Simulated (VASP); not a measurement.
Crystal: C.

```
CELL_PARAMETERS angstrom
2.46100 0.00000 0.00000
-1.23050 2.13129 0.00000
0.00000 0.00000 6.70800
ATOMIC_POSITIONS crystal
C 0.00000 0.00000 0.25000
C 0.33333 0.66667 0.25000
C 0.00000 0.00000 0.75000
C 0.66667 0.33333 0.75000
```

The cell was built by a generator and needn't be a form met in nature.

Base run:

- Program: VASP 6.6.1
- Functional: PBEsol
- Potentials or basis: VASP PAW PBE potentials, release 64 (C)
- Cutoff: 520 eV
- k mesh: 16 × 16 × 4
- Occupations: fermi-dirac, width 0.05 eV
- Spin: no spin polarisation

Its results: band gap on the k mesh 0.55 eV, direct; pressure 0.3 GPa.

Q: After a change of settings the same cell gave: band gap on the k mesh 0.54 eV, direct; pressure 5.7 GPa. Which change was it?
A. functional from PBEsol to PBE; dispersion from none to D2
B. functional from PBEsol to vdW-DF2
C. functional from PBEsol to rev-vdW-DF2
D. functional from PBEsol to PBE; dispersion from none to MBD

A: B.

Caveats: the PAW data sets were made with another functional, which shifts forces and pressure a little; this functional lacks dispersion, which binds the layers, so the pressure and a relaxed spacing across them are unreliable (some runs).
